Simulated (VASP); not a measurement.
All values below come from PBE GGA with D3 dispersion (zero damping), VASP's PBE PAW potentials (set 64) (plane waves; VASP).

The input files of a VASP run:

INCAR:
```
SYSTEM = CoGa
PREC = Accurate
ENCUT = 520
EDIFF = 1E-7
NELM = 100
ALGO = Normal
LREAL = .FALSE.
LASPH = .TRUE.
ISMEAR = 1
SIGMA = 0.1
GGA = PE
IVDW = 11
LMAXMIX = 4
LWAVE = .FALSE.
LCHARG = .FALSE.
ISIF = 2
```

File POSCAR:
```
CoGa
1
    2.7922877765     0.0000000000     0.0000000000
    0.0000000000     2.7922877765     0.0000000000
    0.0000000000     0.0000000000     2.7922877765
Ga Co
1 1
Direct
  0.5000000000   0.5000000000   0.5000000000
  0.0000000000   0.0000000000   0.0000000000
```

### KPOINTS
```
Automatic mesh
0
Gamma
13 13 13
0 0 0
```

POTCAR, in this order: Ga_d Co (PBE.64 set). Program: vasp_std.

Problem. What will the output report for the number of irreducible k-points (NKPTS), largest plane-wave count, number of space-group operations, FFT grid (NGX, NGY, NGZ)?

Solution. 
| Quantity | Value |
|---|---|
| number of irreducible k-points (NKPTS) | 84 |
| largest plane-wave count | 606 |
| number of space-group operations | 48 |
| FFT grid (NGX, NGY, NGZ) | 24 × 24 × 24 |

The compound is CoGa in the CsCl type structure. This cell is one point of a volume scan, at 0.94 of the reference volume. The run is not spin-polarised, so no magnetic state was tried.
